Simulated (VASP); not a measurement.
# B2C (C2) in VASP: further runs

The runs below take B2C through equation of state, with PBE.

Program: VASP 6.6.1. These are calculated values, not measurements. Logs are shortened: lines on timing, memory, paths and dates and some standing lists are left out, and cuts for length are marked.

## 1. Starting point

It takes space group C2 (No. 5, monoclinic). Conventional cell: a = 12.067 Å, b = 3.880 Å, c = 3.869 Å, α = 90.00°, β = 94.20°, γ = 90.00°. Around B (site symmetry 1) lie 2 C at 1.53 to 1.58 Å. B (site symmetry 1) is surrounded by 2 C at 1.58 to 1.64 Å. Around B (site symmetry 1) lie 2 C at 1.61 Å and 2 B at 1.82 Å. Around B (site symmetry 1) lie 2 C at 1.56 Å. C (site symmetry 2) is surrounded by 4 B at 1.58 Å. C (site symmetry 2) is surrounded by 4 B at 1.53 to 1.64 Å. C (site symmetry 1) has 4 B at 1.56 to 1.61 Å as nearest neighbours.

The cell was built by a generator and needn't be a form met in nature.

## 2. Equation of state, PBE, 7.53 Å³/atom

INCAR

```
PREC = Accurate
ENCUT = 520
EDIFF = 1E-6
ISMEAR = 0
SIGMA = 0.1
LREAL = F
LASPH = T
NELM = 100
ALGO = Normal
ISIF = 4
LWAVE = F
LCHARG = F
GGA = PE
IBRION = 2
NSW = 30
EDIFFG = -0.02
KPAR = 4
```

KPOINTS

```
Automatic mesh
0
Gamma
  8 8 8
```

POSCAR

```
B2C
1.0
    6.0335820000     -1.9402000000      0.0000000000
    6.0335820000      1.9402000000      0.0000000000
   -0.2835600000      0.0000000000      3.8585000000
B C
8 4
Direct
    0.3088970000      0.5880600000      0.1692590000
    0.6746220000      0.1927910000      0.7909040000
    0.8072090000      0.3253780000      0.2090960000
    0.4119400000      0.6911030000      0.8307410000
    0.3440000000      0.2915590000      0.9745530000
    0.7082790000      0.8965710000      0.5844240000
    0.7084410000      0.6560000000      0.0254470000
    0.1034290000      0.2917210000      0.4155760000
    0.0336040000      0.9663960000      0.0000000000
    0.5312020000      0.4687980000      0.5000000000
    0.4799370000      0.0166980000      0.2496360000
    0.9833020000      0.5200630000      0.7503640000
```

Potentials or basis: VASP PAW PBE potentials, release 64 (B, C).

Command:

```bash
> cat potpaw_PBE.64/B/POTCAR potpaw_PBE.64/C/POTCAR > POTCAR
> mpirun -np 4 vasp_std > vasp.out
```

OUTCAR:

```text
PREC = Accurate
   ENCUT = 520
   EDIFF = 1E-6
   ISMEAR = 0
   LREAL = F
   LASPH = T
   NELM = 100
   ISIF = 4
   GGA = PE
   IBRION = 2
   NSW = 30
   EDIFFG = -0.02

 ion  position               nearest neighbor table
   1  0.309  0.588  0.169-  10 1.53   9 1.58   5 1.82   4 1.87   3 2.05   2 2.08
   2  0.675  0.193  0.791-   9 1.58  10 1.64   5 1.82   6 1.84   4 2.05   1 2.08
   3  0.807  0.325  0.209-   9 1.58  10 1.64   7 1.82   8 1.84   1 2.05   4 2.08
   4  0.412  0.691  0.831-  10 1.53   9 1.58   7 1.82   1 1.87   2 2.05   3 2.08
   5  0.344  0.292  0.975-  12 1.61  11 1.61   1 1.82   2 1.82   6 2.11
   6  0.708  0.897  0.584-  11 1.56  12 1.56   2 1.84   5 2.11
   7  0.708  0.656  0.025-  11 1.61  12 1.61   4 1.82   3 1.82   8 2.11
   8  0.103  0.292  0.416-  12 1.56  11 1.56   3 1.84   7 2.11
   9  0.034  0.966  0.000-   1 1.58   4 1.58   3 1.58   2 1.58
  10  0.531  0.469  0.500-   1 1.53   4 1.53   3 1.64   2 1.64
  11  0.480  0.017  0.250-   6 1.56   8 1.56   7 1.61   5 1.61
  12  0.983  0.520  0.750-   8 1.56   6 1.56   5 1.61   7 1.61

  LATTYP: Found a base centered monoclinic cell.
 ALAT       =    12.0671640000
 B/A-ratio  =     0.3215668570
 C/A-ratio  =     0.3206143000
 COS(beta)  =    -0.0732920491

  Lattice vectors:

 A1 = (   6.0335820000,  -1.9402000000,   0.0000000000)
 A2 = (   6.0335820000,   1.9402000000,   0.0000000000)
 A3 = (  -0.2835600000,   0.0000000000,   3.8585000000)

Analysis of symmetry for initial positions (statically):
=====================================================================
 Subroutine PRICEL returns:
 Original cell was already a primitive cell.

 Routine SETGRP: Setting up the symmetry group for a
 base centered monoclinic supercell.

 Subroutine GETGRP returns: Found  2 space group operations
 (whereof  2 operations were pure point group operations)
 out of a pool of  4 trial point group operations.

The static configuration has the point symmetry C_2 .

Analysis of symmetry for dynamics (positions and initial velocities):
=====================================================================
 Subroutine PRICEL returns:
 Original cell was already a primitive cell.

 Routine SETGRP: Setting up the symmetry group for a
 base centered monoclinic supercell.

 Subroutine GETGRP returns: Found  2 space group operations
 (whereof  2 operations were pure point group operations)
 out of a pool of  4 trial point group operations.

The dynamic configuration has the point symmetry C_2 .

 Subroutine INISYM returns: Found  2 space group operations
 (whereof  2 operations are pure point group operations),
[... 128 lines left out ...]
   NUPDOWN=      -1.0000    fix difference up-down
   EMIN   =  10.00;   EMAX   =-10.00  energy-range for DOS
   EFERMI =   0.00;   METHOD = LEGACY
   ISMEAR =     0;   SIGMA  =   0.10  broadening in eV -4-tet -1-fermi 0-gaus
   EFERMI_NEDOS =   21; number of points for ismear=-14 and -15
   IALGO  =     38    algorithm
   IMIX   =      4    mixing-type and parameters
     AMIX     =   0.40;   BMIX     =  1.00
     AMIX_MAG =   1.60;   BMIX_MAG =  1.00
  volume/ion in A,a.u.               =       7.53        50.80
  Fermi-wavevector in a.u.,A,eV,Ry     =   1.247780  2.357963 21.183664  1.556955
  Thomas-Fermi vector in A             =   2.381897
   LORBIT       =      0    0 simple, 1 ext, 2 COOP (PROOUT), +10 PAW based schemes
   GGA     = PE    functional components
   LHFCALC =     F    Hartree Fock is set to
   AEXX    =    0.0000 exact exchange contribution
   IVDW    =     0    specifies the selected vdW correction
   LEPSILON=     F    determine dielectric tensor
   LRPA    =     F    only Hartree local field effects (RPA)
 conjugate gradient relaxation of ions
 non-spin polarized calculation
 Gauss-broadening in eV      SIGMA  =   0.10
  energy-cutoff  :      520.00
  volume of cell :       90.34
 maximum number of plane-waves:      2452
   NGX = 23   NGY = 23   NGZ = 15

--------------------------------------- Ionic step        1  -------------------------------------------

 number of electron      39.9999998 magnetization

 Free energy of the ion-electron system (eV)
  ---------------------------------------------------
  ext. energy  EPLUGINS =         0.00000000
  ---------------------------------------------------
  free energy    TOTEN  =       -87.30706687 eV

  energy without entropy =      -87.29809481  energy(sigma->0) =      -87.30258084

------------------------ aborting loop because EDIFF is reached ----------------------------------------

  FORCE on cell =-STRESS in cart. coord.  units (eV):
  Direction    XX          YY          ZZ          XY          YZ          ZX
  --------------------------------------------------------------------------------------
  -------------------------------------------------------------------------------------
  Total       -0.0687163      0.0708018     -0.0204028      0.0000000      0.0000000     -0.0130076
  in kB       -1.2187092      1.2556973     -0.3618521      0.0000000      0.0000000     -0.2306944
  external PRESSURE =      -0.1082880 kB  Pullay stress =       0.0000000 kB
[... 125 lines left out ...]
--------------------------------------- Ionic step        4  -------------------------------------------

 number of electron      39.9999998 magnetization

 Free energy of the ion-electron system (eV)
  ---------------------------------------------------
  ext. energy  EPLUGINS =         0.00000000
  ---------------------------------------------------
  free energy    TOTEN  =       -87.30753567 eV

  energy without entropy =      -87.29845050  energy(sigma->0) =      -87.30299309

 E-fermi :   5.1155     XC(G=0): -11.4545

 val. band max:        5.1019252819   @ k =   0.3750  -0.0000   0.0000
 cond. band min:       5.1419548583   @ k =  -0.2500   0.2500   0.0000
 fundamental gap:      0.0400295765
 Fermi energy:         5.1154893818

 k-point     1 :       0.0000    0.0000    0.0000
  band No.  band energies     occupation
      1     -10.9511      2.00000
      2      -9.3275      2.00000
      3      -5.5023      2.00000
      4      -5.4056      2.00000
      5      -5.3005      2.00000
      6      -2.5175      2.00000
[... 709 lines left out ...]
     26      11.9289      0.00000
     27      12.3370      0.00000

 [... further k-points ...]

------------------------ aborting loop because EDIFF is reached ----------------------------------------

  FORCE on cell =-STRESS in cart. coord.  units (eV):
  Direction    XX          YY          ZZ          XY          YZ          ZX
  --------------------------------------------------------------------------------------
  -------------------------------------------------------------------------------------
  Total       -0.0578055      0.0577605      0.0262108      0.0000000      0.0000000     -0.0019907
  in kB       -1.0252016      1.0244043      0.4648589      0.0000000      0.0000000     -0.0353064
  external PRESSURE =       0.1546872 kB  Pullay stress =       0.0000000 kB
[... 27 lines left out ...]
  FREE ENERGIE OF THE ION-ELECTRON SYSTEM (eV)
  ---------------------------------------------------
  free  energy   TOTEN  =       -87.3075356733 eV

  energy  without entropy=      -87.2984505008  energy(sigma->0) =      -87.30299309

 reached required accuracy - stopping structural energy minimisation
```

OSZICAR:

```text
N       E                     dE             d eps       ncg     rms          rms(c)
DAV:   1     0.107504491101E+03    0.10750E+03   -0.19545E+04  8100   0.137E+03
DAV:   2    -0.841269089929E+02   -0.19163E+03   -0.18611E+03 10300   0.249E+02
DAV:   3    -0.932375337341E+02   -0.91106E+01   -0.90314E+01 10376   0.534E+01
[... 26 lines left out ...]
       N       E                     dE             d eps       ncg     rms          rms(c)
DAV:   1    -0.873075593668E+02   -0.17939E-03   -0.10026E-02  8289   0.639E-01    0.332E-02
DAV:   2    -0.873075435737E+02    0.15793E-04   -0.23235E-04 10664   0.951E-02    0.178E-02
DAV:   3    -0.873075360014E+02    0.75723E-05   -0.34504E-05  9527   0.335E-02    0.621E-03
DAV:   4    -0.873075356733E+02    0.32808E-06   -0.58037E-06  8600   0.136E-02
   4 F= -.87307536E+02 E0= -.87302993E+02  d E =-.155741E-03
```

Wall time 4 min (4 MPI ranks of Intel Xeon Platinum 8488C (Sapphire Rapids), shared host); peak memory 0.43 GiB.

Results:

```yaml
Free_energy: -87.3075 eV
Pressure: 0.0 GPa
Largest_force: 0.014 eV/Å
Band_gap_on_the_k_mesh: none (metal or under the smearing width)
```

## 3. Equation of state, PBE, 7.30 Å³/atom (volume scaled by 0.97)

INCAR is that of step 2.

KPOINTS is that of step 2.

POSCAR, as its differences from that of step 2:

```diff
@@ -2,5 +2,5 @@
 1.0
-    6.0335820000     -1.9402000000      0.0000000000
-    6.0335820000      1.9402000000      0.0000000000
-   -0.2835600000      0.0000000000      3.8585000000
+    5.9726325602     -1.9206006802      0.0000000000
+    5.9726325602      1.9206006802      0.0000000000
+   -0.2806955617      0.0000000000      3.8195225877
 B C
```

Potentials or basis: VASP PAW PBE potentials, release 64 (B, C).

Command:

```bash
> cat potpaw_PBE.64/B/POTCAR potpaw_PBE.64/C/POTCAR > POTCAR
> mpirun -np 4 vasp_std > vasp.out
```

Wall time 11 min (4 MPI ranks of Intel Xeon Platinum 8488C (Sapphire Rapids), shared host); peak memory 0.42 GiB.

Results (log left out):

| Quantity | Value |
| --- | --- |
| Free energy | -87.2491 eV |
| Pressure | 6.8 GPa |
| Largest force | 0.013 eV/Å |
| Band gap on the k mesh | none (metal or under the smearing width) |

## 4. Equation of state, PBE, 7.75 Å³/atom (volume scaled by 1.03)

INCAR is that of step 3.

KPOINTS is that of step 3.

POSCAR, as its differences from that of step 3:

```diff
@@ -2,5 +2,5 @@
 1.0
-    5.9726325602     -1.9206006802      0.0000000000
-    5.9726325602      1.9206006802      0.0000000000
-   -0.2806955617      0.0000000000      3.8195225877
+    6.0933243210     -1.9594111504      0.0000000000
+    6.0933243210      1.9594111504      0.0000000000
+   -0.2863677074      0.0000000000      3.8967054550
 B C
```

Command:

```bash
> cat potpaw_PBE.64/B/POTCAR potpaw_PBE.64/C/POTCAR > POTCAR
> mpirun -np 4 vasp_std > vasp.out
```

Wall time 7.9 min (4 MPI ranks of Intel Xeon Platinum 8488C (Sapphire Rapids), shared host); peak memory 0.45 GiB.

Results (log left out):

* Free energy: -87.2566 eV
* Pressure: -6.1 GPa
* Largest force: 0.019 eV/Å
* Band gap on the k mesh: none (metal or under the smearing width)

## 5. Equation of state, PBE, 7.08 Å³/atom (volume scaled by 0.94)

INCAR is that of step 4.

KPOINTS is that of step 4.

POSCAR, as its differences from that of step 4:

```diff
@@ -2,5 +2,5 @@
 1.0
-    6.0933243210     -1.9594111504      0.0000000000
-    6.0933243210      1.9594111504      0.0000000000
-   -0.2863677074      0.0000000000      3.8967054550
+    5.9104131130     -1.9005929681      0.0000000000
+    5.9104131130      1.9005929681      0.0000000000
+   -0.2777714370      0.0000000000      3.7797330005
 B C
```

Command:

```bash
> cat potpaw_PBE.64/B/POTCAR potpaw_PBE.64/C/POTCAR > POTCAR
> mpirun -np 4 vasp_std > vasp.out
```

It took 9.6 min on 4 MPI ranks of Intel Xeon Platinum 8488C (Sapphire Rapids), shared host; peak memory 0.41 GiB.

The run converged. Its results:

```
Free energy            : -87.0667 eV
Pressure               : 14.6 GPa
Largest force          : 0.010 eV/Å
Band gap on the k mesh : none (metal or under the smearing width)
```

## 6. Equation of state, PBE, 7.98 Å³/atom (volume scaled by 1.06)

INCAR is that of step 5.

KPOINTS is that of step 5.

POSCAR, as its differences from that of step 5:

```diff
@@ -2,5 +2,5 @@
 1.0
-    5.9104131130     -1.9005929681      0.0000000000
-    5.9104131130      1.9005929681      0.0000000000
-   -0.2777714370      0.0000000000      3.7797330005
+    6.1519175723     -1.9782527981      0.0000000000
+    6.1519175723      1.9782527981      0.0000000000
+   -0.2891214119      0.0000000000      3.9341760753
 B C
```

Potentials or basis: VASP PAW PBE potentials, release 64 (B, C).

Command:

```bash
> cat potpaw_PBE.64/B/POTCAR potpaw_PBE.64/C/POTCAR > POTCAR
> mpirun -np 4 vasp_std > vasp.out
```

Run time: 9.8 min. Hardware: 4 MPI ranks of Intel Xeon Platinum 8488C (Sapphire Rapids), shared host; peak memory 0.45 GiB.

Results (log left out):

```yaml
Free_energy: -87.1095 eV
Pressure: -11.4 GPa
Largest_force: 0.011 eV/Å
Band_gap_on_the_k_mesh: none (metal or under the smearing width)
```
